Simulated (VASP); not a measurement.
Level of theory: vdW-DF2, VASP's PBE PAW potentials (set 64) (plane waves; VASP 6.6.1).

The input files of a VASP run:

**INCAR**
```
SYSTEM = Ca
PREC = Accurate; ENCUT = 520; LREAL = F
LASPH = T
EDIFF = 1E-6; NELM = 100; ALGO = Normal
ISMEAR = 1; SIGMA = 0.1
GGA = ML; LUSE_VDW = T; AGGAC = 0.0
ZAB_VDW = -1.8867
IBRION = 2; NSW = 60; ISIF = 3
EDIFFG = -0.01
LWAVE = F; LCHARG = F
```

**POSCAR**
```
Ca
1.0
  0.0000000000   2.7900000000   2.7900000000
  2.7900000000   0.0000000000   2.7900000000
  2.7900000000   2.7900000000   0.0000000000
Ca
1
direct
  0.0000000000   0.0000000000   0.0000000000
```

**KPOINTS**
```
Automatic mesh
0
Gamma
10 10 10
0 0 0
```

POTCAR, in this order: Ca_sv (PBE.64 set). Program: vasp_std.

Energy and stress use the plane-wave basis of the starting cell.

Problem. What does the run give for the energy per atom (σ→0), volume per atom, band gap (on the k-mesh)?

Solution. 
* **energy per atom (σ→0)**: 0.652 eV/atom
* **band gap (on the k-mesh)**: none (metal, semimetal or under 0.01 eV)
* **volume per atom**: 41.40 Å^3/atom

### OSZICAR
```
...
DAV:   3     0.652589873859E+00    0.52892E-02   -0.39672E-02  1120   0.183E+00    0.153E-01
DAV:   4     0.652375459229E+00   -0.21441E-03   -0.29552E-03   978   0.649E-01    0.671E-02
DAV:   5     0.651890219503E+00   -0.48524E-03   -0.10193E-03  1332   0.134E-01    0.420E-02
DAV:   6     0.651867971786E+00   -0.22248E-04   -0.46717E-05  1417   0.532E-02    0.185E-02
DAV:   7     0.651880550407E+00    0.12579E-04   -0.18452E-05   953   0.541E-02    0.133E-02
DAV:   8     0.651875051040E+00   -0.54994E-05   -0.11192E-05  1370   0.291E-02    0.257E-03
DAV:   9     0.651874884263E+00   -0.16678E-06   -0.72477E-08   442   0.343E-03
   3 F= 0.65187488E+00 E0= 0.65235712E+00  d E =-.492722E-02
```

The compound is Ca in the fcc structure. This run relaxes it. Symmetry was kept, so distortions that lower it aren't found.
